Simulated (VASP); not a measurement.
A run of VASP 6.6.1:

INCAR

```
ALGO = Fast ; EDIFF = 1E-6
ENCUT = 520 ; GGA = PE
ISIF = 2 ; ISMEAR = -1
LASPH = T ; LCHARG = F
LREAL = F ; LWAVE = F
NBANDS = 93 ; NELM = 100
PREC = Accurate ; SIGMA = 0.15
```

Contents of KPOINTS:

```
k-points
0
Gamma
  2 1 2
```

The input POSCAR:

```
Tl12O
1.0
    6.9200000000      0.0000000000      0.0000000000
   -5.1900000000      8.9893440000      0.0000000000
    0.0000000000      0.0000000000      5.5325400000
Tl O
12 1
Direct
    0.0516242576      0.0324161585      0.0038680245
    0.1708192057      0.2312849525      0.5218398782
    0.0151201113      0.3636861600      0.0162131679
    0.1045671152      0.5921010476      0.5042168696
   -0.0809858676      0.6562770320      0.0000361498
    0.2113519772      0.9089317307      0.5510850351
    0.4668574988     -0.0550763215      0.0698051889
    0.6414609198      0.1917937505      0.4174032181
    0.5539233613      0.2923795107     -0.1027918461
    0.6876100203      0.5778730906      0.4604937334
    0.4535143509      0.6460538166      0.0413553268
    0.7396762414      0.8969286302      0.5073076742
    0.6352716991      0.1150250786      0.7945898267
```

Potentials or basis: VASP PAW PBE potentials, release 64 (Tl_d, O).

Command:

```console
$ cat potpaw_PBE.64/Tl_d/POTCAR potpaw_PBE.64/O/POTCAR > POTCAR
$ mpirun -np 1 vasp_std > vasp.out
```

Hardware: 1 thread of Intel(R) Xeon(R) 6975P-C (Granite Rapids), on a shared host.

Q: How long does it take, and how much memory?

A: Wall time 2.2 min on 1 thread of Intel(R) Xeon(R) 6975P-C (Granite Rapids), on a shared host, peak memory 0.47 GiB. Counts: scf iterations 15, k points 4.
